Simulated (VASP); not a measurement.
Runs of VASP 6.6.1 on CdTe. The structure is cubic, space group F-43m (No. 216). Conventional cell: a = 6.622 Å, b = 6.622 Å, c = 6.622 Å, α = 90.00°, β = 90.00°, γ = 90.00°. Around Cd (site symmetry -43m) lie 4 Te at 2.87 Å. Around Te (site symmetry -43m) lie 4 Cd at 2.87 Å. 

```tsv
task	level	potentials or basis	spin	cell	k mesh	cutoff (eV)	gap on the mesh (eV)	pressure (GPa)
band structure	PBE	VASP PAW PBE potentials, release 64 (Cd, Te)	SOC, no magnetisation	as given	6 × 6 × 6	520	-	0.1
band structure	PBE	VASP PAW PBE potentials, release 64 (Cd, Te)	off	as given	8 × 8 × 8	520	0.58	0.0
band structure	TB-mBJ	VASP PAW PBE potentials, release 64 (Cd, Te)	off	as given	8 × 8 × 8	520	1.64	-
relaxation of cell and atoms	PBE	VASP PAW PBE potentials, release 64 (Cd, Te)	off	relaxed	8 × 8 × 8	600	0.58	0.0
band structure	LDA	VASP PAW LDA potentials, release 64 (Cd, Te)	off	as given	8 × 8 × 8	520	0.36	(a)
band structure	r2SCAN	VASP PAW PBE potentials, release 64 (Cd, Te)	off	as given	8 × 8 × 8	520	(b)	-1.0
```

Alike in all rows: smearing gaussian 0.03 eV.

**Question.** Estimate the missing entries.

**Answer.** (a) -3.4; (b) 1.06.

Caveats: spin-orbit coupling is left out, which moves the levels of the heavy elements (some runs); the PAW data sets were made with another functional, which shifts forces and pressure a little (some runs); the relaxation stopped at its first step, so nothing moved (some runs).

A k mesh can miss the band edges, and rows without SOC leave out spin-orbit coupling on Cd, Te.
